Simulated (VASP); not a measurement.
These are PBE GGA, VASP's PBE PAW potentials (set 64) (plane waves; VASP) values and carry that method's errors.

Input for VASP

**INCAR**
```
ALGO = Normal
EDIFF = 1E-6
EDIFFG = -0.02
ENCUT = 620
GGA = PE
IBRION = 2
ISIF = 3
ISMEAR = 0
LASPH = .TRUE.
LCHARG = .FALSE.
LREAL = .FALSE.
LWAVE = .FALSE.
NELM = 100
NSW = 40
PREC = Accurate
PSTRESS = 300
SIGMA = 0.05
SYSTEM = AlN
```

### KPOINTS
```
kpoints
0
Gamma
  11 11 11
0 0 0
```

POSCAR:
```
AlN
1.0
  0.0000000000   2.1129898431   2.1129898431
  2.1129898431   0.0000000000   2.1129898431
  2.1129898431   2.1129898431   0.0000000000
Al N
1 1
Cart
  0.0000000000   0.0000000000   0.0000000000
  1.0564949215   1.0564949215   1.0564949215
```

POTCAR, in this order: Al N (PBE.64 set). Program: vasp_std.

The resulting files:

**OUTCAR**
```
 ion  position               nearest neighbor table
   1  0.000  0.000  0.000-   2 1.83   2 1.83   2 1.83   2 1.83
   2  0.250  0.250  0.250-   1 1.83   1 1.83   1 1.83   1 1.83
  LATTYP: Found a face centered cubic cell.
 ALAT       =     4.2259796862
 Subroutine PRICEL returns:
 Original cell was already a primitive cell.
 Subroutine GETGRP returns: Found 24 space group operations
The static configuration has the point symmetry T_d .
The dynamic configuration has the point symmetry T_d .
 Subroutine INISYM returns: Found 24 space group operations
 Subroutine IBZKPT returns following result:
 Found     56 irreducible k-points:

 Following reciprocal coordinates:
            Coordinates               Weight
  0.000000  0.000000  0.000000      1.000000
  0.090909  0.000000  0.000000      8.000000
  0.181818  0.000000  0.000000      8.000000
  0.272727  0.000000  0.000000      8.000000
  0.363636  0.000000  0.000000      8.000000
  0.454545  0.000000  0.000000      8.000000
  0.090909  0.090909  0.000000      6.000000
  0.181818  0.090909  0.000000     24.000000
  0.272727  0.090909  0.000000     24.000000
  0.363636  0.090909  0.000000     24.000000
  0.454545  0.090909  0.000000     24.000000
 -0.454545  0.090909  0.000000     24.000000
 -0.363636  0.090909  0.000000     24.000000
 -0.272727  0.090909  0.000000     24.000000
 -0.181818  0.090909  0.000000     24.000000
 -0.090909  0.090909  0.000000     12.000000
  0.181818  0.181818  0.000000      6.000000
  0.272727  0.181818  0.000000     24.000000
  0.363636  0.181818  0.000000     24.000000
  0.454545  0.181818  0.000000     24.000000
 -0.454545  0.181818  0.000000     24.000000
 -0.363636  0.181818  0.000000     24.000000
 -0.272727  0.181818  0.000000     24.000000
 -0.181818  0.181818  0.000000     12.000000
  0.272727  0.272727  0.000000      6.000000
  0.363636  0.272727  0.000000     24.000000
  0.454545  0.272727  0.000000     24.000000
 -0.454545  0.272727  0.000000     24.000000
 -0.363636  0.272727  0.000000     24.000000
 -0.272727  0.272727  0.000000     12.000000
  0.363636  0.363636  0.000000      6.000000
  0.454545  0.363636  0.000000     24.000000
 -0.454545  0.363636  0.000000     24.000000
 -0.363636  0.363636  0.000000     12.000000
  0.454545  0.454545  0.000000      6.000000
 -0.454545  0.454545  0.000000     12.000000
  0.272727  0.181818  0.090909     24.000000
  0.363636  0.181818  0.090909     48.000000
  0.454545  0.181818  0.090909     48.000000
 -0.454545  0.181818  0.090909     48.000000
   k-points           NKPTS =     56   k-points in BZ     NKDIM =     56   number of bands    NBANDS=      8
   number of dos      NEDOS =    301   number of ions     NIONS =      2
   total plane-waves  NPLWV =  13824
   dimension x,y,z NGX =    24 NGY =   24 NGZ =   24
   dimension x,y,z NGXF=    48 NGYF=   48 NGZF=   48
   ions per type =               1   1
   PREC   = accura    normal or accurate (medium, high low for compatibility)
   ISTART =      0    job   : 0-new  1-cont  2-samecut
   ICHARG =      2    charge: 1-file 2-atom 10-const
   ISPIN  =      1    spin polarized calculation?
   LNONCOLLINEAR =      F non collinear calculations
   LSORBIT =      F    spin-orbit coupling
   INIWAV =      1    electr: 0-lowe 1-rand  2-diag
   ENCUT  =  620.0 eV  45.57 Ry    6.75 a.u.   6.07  6.07  6.07*2*pi/ulx,y,z
   NELM   =    100;   NELMIN=  2; NELMDL= -5     # of ELM steps
   EDIFF  = 0.1E-05   stopping-criterion for ELM
   LREAL  =      F    real-space projection
   NLSPLINE    = F    spline interpolate recip. space projectors
   LMAXMIX     =    2 max onsite mixed and CHGCAR
...
```

File OSZICAR:
```
       N       E                     dE             d eps       ncg     rms          rms(c)
DAV:   1     0.167427009762E+02    0.16743E+02   -0.46715E+03   896   0.988E+02
DAV:   2    -0.165909337943E+02   -0.33334E+02   -0.32046E+02  1200   0.179E+02
DAV:   3    -0.172321642208E+02   -0.64123E+00   -0.64123E+00  1000   0.308E+01
DAV:   4    -0.172343587479E+02   -0.21945E-02   -0.21945E-02  1440   0.174E+00
DAV:   5    -0.172343627588E+02   -0.40109E-05   -0.40109E-05   976   0.461E-02    0.914E+00
DAV:   6    -0.146697308518E+02    0.25646E+01   -0.13233E+01  1064   0.260E+01    0.308E+00
DAV:   7    -0.146473054451E+02    0.22425E-01   -0.16970E-01  1048   0.385E+00    0.211E+00
DAV:   8    -0.146412370376E+02    0.60684E-02   -0.17440E-02   952   0.192E+00    0.390E-01
DAV:   9    -0.146409974104E+02    0.23963E-03   -0.67928E-04  1360   0.219E-01    0.212E-01
DAV:  10    -0.146410849840E+02   -0.87574E-04   -0.24369E-04   960   0.137E-01    0.368E-02
DAV:  11    -0.146410826796E+02    0.23044E-05   -0.11396E-05  1176   0.271E-02    0.130E-02
DAV:  12    -0.146410830869E+02   -0.40731E-06   -0.89988E-07   728   0.103E-02
   1 F= -.11108170E+02 E0= -.11108170E+02  d E =-.111082E+02
```

File OUTCAR:
```
------------------------ aborting loop because EDIFF is reached ----------------------------------------
  FORCE on cell =-STRESS in cart. coord.  units (eV):
  Direction    XX          YY          ZZ          XY          YZ          ZX
  --------------------------------------------------------------------------------------
  Total        3.5163682      3.5163682      3.5163682     -0.0000000     -0.0000000     -0.0000000
  in kB      298.5951154    298.5951154    298.5951154     -0.0000000     -0.0000000     -0.0000000
  external PRESSURE =      -1.4048846 kB  Pullay stress =     300.0000000 kB
  volume of cell :       18.87
      direct lattice vectors                 reciprocal lattice vectors
     0.000000000  2.112989843  2.112989843    -0.236631521  0.236631521  0.236631521
     2.112989843  0.000000000  2.112989843     0.236631521 -0.236631521  0.236631521
     2.112989843  2.112989843  0.000000000     0.236631521  0.236631521 -0.236631521
  FREE ENERGIE OF THE ION-ELECTRON SYSTEM (eV)
  ---------------------------------------------------
  free  energy   TOTEN  =       -14.6410830869 eV

  energy  without entropy=      -14.6410830869  energy(sigma->0) =      -14.64108309
  enthalpy is  TOTEN    =       -11.1081704649 eV   P V=        3.5329126220

 reached required accuracy - stopping structural energy minimisation
```
(Selected blocks of OUTCAR.)

The compound is AlN in the zinc blende structure, a metastable form; wurtzite is the usual one. It was relaxed first under an external pressure of 30 GPa.
